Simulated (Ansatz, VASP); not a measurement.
# SrHF: VASP beside Ansatz

Wanted: the spread between two codes on one cell, functional and k mesh. The cell is taken from a series of runs on this material, whose earlier steps may have relaxed, scaled, displaced or heated it; both programs get it as it stands.

Method: plane waves, with VASP 6.6.1 beside it; dielectric response at PBE, in Ansatz 0.2.0.

The structure was built from a prototype and need not be the compound's stable phase.

## (1) Starting point

Symmetry: P4/nmm, No. 129, tetragonal system. The conventional cell has a = 3.725 Å, b = 3.725 Å, c = 6.366 Å, α = 90.00°, β = 90.00°, γ = 90.00°. Nearest to Sr lie 4 H at 2.40 Å and 5 F at 2.52 to 2.76 Å. Nearest to F lie 5 Sr at 2.52 to 2.76 Å. Nearest to H lie 4 Sr at 2.40 Å. As first built, before any earlier steps moved the atoms (in the runner's words): all Ca replaced by Sr and Cl replaced by F in the P4/nmm structure of CaHCl. Farther neighbours and most contacts between anions are not listed.

## (2) Ansatz: dielectric response, PBE

Ansatz runs on its default PAW (the set named soft_2) files.

The response to a field tests empty states and converges slowly with the mesh.

Input file input.yaml:

```yaml
crystal:
  lattice:
    - [3.7246489044, 0.0, 0.0]
    - [0.0, 3.7246489044, 0.0]
    - [0.0, 0.0, 6.3659313743]
  atoms:
    - { symbol: Sr, position: [0.5, 0.0, 0.7613378125] }
    - { symbol: Sr, position: [0.0, 0.5, 0.2386621875] }
    - { symbol: F, position: [0.5, 0.0, 0.3662222913] }
    - { symbol: F, position: [0.0, 0.5, 0.6337777087] }
    - { symbol: H, position: [0.5, 0.5, 0.0] }
    - { symbol: H, position: [0.0, 0.0, 0.0] }
kpoints:
  mp_grid: { grid: [6, 6, 4] }
scf:
  occupations: { method: fixed }
hamiltonian:
  xc: pbe
  pseudopotentials: { kind: paw }
dielectric: {}
```

Run with:

```bash
ansatz run input.yaml --threads 2 --pin off --max-ram 5120MiB --backend cpu --events-out ev --progress --plain --runs-dir out
```

Numbers of over 12 decimals in the logs are rounded to 6 here.

The log of the run:

```text
Engine: ansatz 0.2.0, aarch64-unknown-linux-gnu
Pseudopotentials: kind: paw
Pseudopotential: Sr, paw, valence charge 10, recommended cutoff 420 eV (normal), Sr.paw.azcp
Pseudopotential: F, paw, valence charge 7, recommended cutoff 420 eV (normal), F.paw.azcp
Pseudopotential: H, paw, valence charge 1, recommended cutoff 420 eV (normal), H.paw.azcp
Functional definition: PBE
  parameter kappa = 0.804
  parameter beta = 0.066725
  exchange = pbe_x(kappa = kappa, mu = beta*pi^2/3)
  correlation = pbe_c(beta = beta)
Crystal: 6 atoms, lattice volume = 88.315 Å³
Basis set: ecut = 420 eV, 1733 PW (Γ), exchange–correlation on 60×60×90 points (8 copies of the dense FFT grid, shifted against one another)
Bands: 24, of which v1, the nominal top of the filled ones, is band 18 counted from 1 (17 counted from 0)
Symmetry: 16 space group operations
k-points: 56 of 144 (irreducible under 2 space group operations, time reversal used)
Non-local potential: Sr, projectors of the file, l = 0: 3, l = 1: 2, l = 2: 2
Non-local potential: F, projectors of the file, l = 0: 2, l = 1: 2, l = 2: 1
Non-local potential: H, projectors of the file, l = 0: 2, l = 1: 1
PAW form: soft (Blöchl's): semilocal exchange-correlation on the pseudo side does not see the compensation charge
PAW one-centre angular grid: Sr, 110 points (default); XC on 64 Gauss nodes
PAW one-centre angular grid: F, 110 points (default); XC on 64 Gauss nodes
PAW one-centre angular grid: H, 110 points (default); XC on 64 Gauss nodes
Initial density: superposition of atomic densities (neutral atoms: chi_scale 0, normalization atom), corrected by the library's trained network
Initial wavefunctions: pseudopotential atomic-orbital guess
Functional: x = pbe(κ = 0.804, μ = 0.219515), c = pbe(β = 0.066725)
SCF iter   1: F=—  HF=-8744.359378 eV  |F-HF|=—  |Δ(HF+E_count)|=         —  Δρ=1.69e-3  dr2=3.49e-3  ethr=1.77e-3  ⟨swp⟩=6.0  Hψ=6098  notcnv=0  defer=189
preconditioner: auto → none  [insulator: Δε(μ)=3.096 eV  Ē_g=14.461 eV  n_scr=16 (ndim 8)  ℏωp=20.9 eV  f_vac=0.010  ε∞_Penn≈3.1]
SCF iter   2: F=—  HF=-8744.361417 eV  |F-HF|=—  |Δ(HF+E_count)|=   2.04e-3  Δρ=1.78e-3  dr2=1.70e-3  ethr=9.70e-6  ⟨swp⟩=3.3  Hψ=3178  notcnv=0  defer=224
SCF iter   3: F=—  HF=-8744.361114 eV  |F-HF|=—  |Δ(HF+E_count)|=   3.02e-4  Δρ=4.48e-4  dr2=9.33e-5  ethr=4.73e-6  ⟨swp⟩=2.0  Hψ=2262  notcnv=0  defer=224
SCF iter   4: F=—  HF=-8744.361259 eV  |F-HF|=—  |Δ(HF+E_count)|=   1.45e-4  Δρ=1.62e-4  dr2=1.23e-5  ethr=2.59e-7  ⟨swp⟩=2.5  Hψ=2008  notcnv=0  defer=224
SCF iter   5: F=—  HF=-8744.361276 eV  |F-HF|=—  |Δ(HF+E_count)|=   1.75e-5  Δρ=4.01e-5  dr2=1.20e-6  ethr=3.41e-8  ⟨swp⟩=2.0  Hψ=2050  notcnv=0  defer=193
SCF iter   6: F=—  HF=-8744.361281 eV  |F-HF|=—  |Δ(HF+E_count)|=   4.60e-6  Δρ=7.25e-6  dr2=2.72e-8  ethr=3.33e-9  ⟨swp⟩=2.0  Hψ=2041  notcnv=0  defer=125
SCF iter   7: F=—  HF=-8744.361281 eV  |F-HF|=—  |Δ(HF+E_count)|=   3.17e-8  Δρ=1.88e-6  dr2=1.79e-9  ethr=7.55e-11  ⟨swp⟩=2.0  Hψ=2168  notcnv=0  defer=125
SCF iter   8: F=-8744.361281 eV  HF=-8744.361281 eV  |F-HF|=6.55e-11  |Δ(HF+E_count)|=   2.17e-9  Δρ=3.15e-7  dr2=3.73e-11  ethr=1.00e-12  ⟨swp⟩=10.9  Hψ=8279  notcnv=0
SCF 1 converged in 8 iterations: F = -8744.361281 eV  dr2 = 3.73e-11
  greatest PAW one-centre occupation: 0.987 electrons in one spin orbital (limit 2), on the Sr atom at site 1 (counted from 0), in its partial waves of l = 0
DFPT response loops at Γ: preconditioner auto → Resta (q_TF=auto, 2.349 Å⁻¹)  ε∞=4.4 (no band partly filled); β = 1.00, the filter's whole step (`scf.mixing.beta` (0.50) is not read by the response loops at its default; to damp them type it under 1.00, their step now; it binds the ground state too); Broyden in place of MSR1
── the response to a field inside a basis, on 6×6×4 k-points: an SCF that follows is theirs, and a resumed run solves both again ──
Bands: 19, of which v1, the nominal top of the filled ones, is band 18 counted from 1 (17 counted from 0)
k-points: 12 of 144
Initial density: handed on by an earlier stage of this run
Initial wavefunctions: pseudopotential atomic-orbital guess (no wavefunctions were taken with the density)
Eigensolver: Dense (12 Hₖ)
SCF iter   1: F=—  HF=-8744.356156 eV  |F-HF|=—  |Δ(HF+E_count)|=         —  Δρ=3.86e-4  dr2=2.94e-5  ethr=1.00e-1
preconditioner: auto → none  [insulator: Δε(μ)=3.584 eV  Ē_g=13.217 eV  n_scr=16 (ndim 8)  ℏωp=20.9 eV  f_vac=0.010  ε∞_Penn≈3.5]
SCF iter   2: F=—  HF=-8744.356157 eV  |F-HF|=—  |Δ(HF+E_count)|=   7.54e-7  Δρ=1.50e-4  dr2=1.31e-5  ethr=8.17e-8
SCF iter   3: F=—  HF=-8744.356157 eV  |F-HF|=—  |Δ(HF+E_count)|=   9.02e-9  Δρ=9.82e-5  dr2=2.19e-6  ethr=3.63e-8
SCF iter   4: F=-8744.356157 eV  HF=-8744.356157 eV  |F-HF|=1.60e-8  |Δ(HF+E_count)|=   3.97e-7  Δρ=8.26e-6  dr2=3.30e-8  ethr=6.07e-9
SCF 1 converged in 4 iterations: F = -8744.356157 eV  dr2 = 3.30e-8
DFPT response loops at Γ: preconditioner auto → Resta (q_TF=auto, 2.349 Å⁻¹)  ε∞=4.1 (no band partly filled); β = 1.00, the filter's whole step (`scf.mixing.beta` (0.50) is not read by the response loops at its default; to damp them type it under 1.00, their step now; it binds the ground state too); Broyden in place of MSR1
SCF converged after 8 iterations
Free energy (F): -8744.361281 eV
Harris-Foulkes:  -8744.361281 eV  (|F-HF|=6.55e-11)
Internal energy: -8744.361281 eV  (E = F + TS)
E sigma→0 (E₀):  -8744.361281 eV
Fermi energy:    6.058237 eV
--- Per-component energies (eV) ---
  E_band       = -244.304822
  E_kinetic    = 933.161889
  E_local      = -2502.013646  (includes V_loc(G=0)·N_el)
  E_nonlocal   = 553.366798
  E_hartree    = 770.602014
  E_xc         = -527.351800
  E_vxc        = -555.857168  (∫ρ·V_xc dr)
  E_paw        = -5790.906956  (= ΣΔE_a)
  E_vpaw       = -214.168237  (= ΣTr[D̂ρ^β])
  E_aug_tail   = 0.001599  (compensation charges beyond the density's cutoff)
  E_ewald      = -2181.221181
  E_smearing   = -0.000000  (= −TS)
  E_closure    = 0.000000  (closes the sum)
  Σ components = -8744.361281   (vs F -8744.361281, Δ=0.00e0)
--- Band table (eV; the first three rows and the last of 56) ---
  k-point 0: bands = [... 14 lower, 2.4129, 2.4129, 3.4009, 5.9950, 9.9951, 10.4426, 10.9931, 12.0615, ... 2 higher]
  k-point 1: bands = [... 14 lower, 2.4146, 2.4146, 3.8659, 6.0257, 9.5583, 10.0643, 11.5320, 12.2042, ... 2 higher]
  k-point 2: bands = [... 14 lower, 2.4166, 2.4166, 4.2336, 6.0582, 9.2176, 9.7892, 12.2203, 12.3849, ... 2 higher]
  k-point 55: bands = [... 14 lower, 2.3639, 2.3639, 5.1042, 5.1042, 10.7825, 10.7825, 12.3491, 12.3491, ... 2 higher]
--- Dielectric response (ions clamped): 3 representative field directions + reference, inside a basis on a mesh of 144 k-points (Σ response iterations 15) ---
  ε∞ (high-frequency dielectric tensor):
        3.026098     0.000000     0.000000
        0.000000     3.026098     0.000000
        0.000000     0.000000     2.968977
  Born effective charges Z* (e; rows j = field, columns β = displacement):
    site 0:
         2.11686    0.00000    0.00000
         0.00000    2.11686   -0.00000
        -0.00000   -0.00000    2.29717
    site 1:
         2.11686    0.00000   -0.00000
         0.00000    2.11686    0.00000
         0.00000    0.00000    2.29717
    site 2:
        -1.24235   -0.00000    0.00000
        -0.00000   -1.24235   -0.00000
        -0.00000    0.00000   -1.50013
    site 3:
        -1.24235   -0.00000   -0.00000
        -0.00000   -1.24235    0.00000
         0.00000   -0.00000   -1.50013
    site 4:
        -0.87451    0.00000    0.00000
         0.00000   -0.87451    0.00000
         0.00000   -0.00000   -0.79704
    site 5:
        -0.87451    0.00000   -0.00000
         0.00000   -0.87451   -0.00000
        -0.00000    0.00000   -0.79704
  Z* charge neutrality: 1.863e-3 e pre-enforcement
  solved inside a basis spanned on kpoints, on 6×6×4 k-points, its susceptibility summed on 10×10×6: ε∞ is read to err by 7.0e-3, Z* by 1.1e-2 e (field_mesh: kpoints solves on kpoints); Z* is corrected for what the basis lacks
```

(Continued in part 2 of 2.)

[Lines on the potential files, build, host, timing and source positions are cut from VASP's logs without a mark.]

[Logs are printed without paths, hosts, clocks, repeated set-up lines and the standing remarks that a program may print on its own settings, such as how far it seeks lower states.]

[Hosts, paths, dates, database ids (printed as entryN), source tags and the programs' standing remarks are cut or masked in the printed files.]
